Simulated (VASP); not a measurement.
Input:

```xyz
2
Lattice="0.0000 2.1800 2.1800 2.1800 0.0000 2.1800 2.1800 2.1800 0.0000" Properties=species:S:1:pos:R:3 pbc="T T T"
Si     0.0000     0.0000     0.0000
C      1.0900     1.0900     1.0900
```

Level of theory: PBE GGA, VASP's PBE PAW potentials (set 64) (plane waves; VASP). Numerical set-up: 520 eV cut-off, 9×9×9 Γ-centred mesh, Gaussian smearing of 0.050 eV, potentials Si C_s.

Q: Give the stress tensor in GPa (positive for a compressed cell).

A: 
```
2.84  0.00  0.00
0.00  2.84  0.00
0.00  0.00  2.84
```
The pressure is its mean diagonal, 2.84 GPa.

The compound is SiC in the zinc blende structure. The cell was not relaxed at this level. The run is one of a series of settings (POTCAR Si C_s (PBE.64 set) against the base run), some of them coarse on purpose.
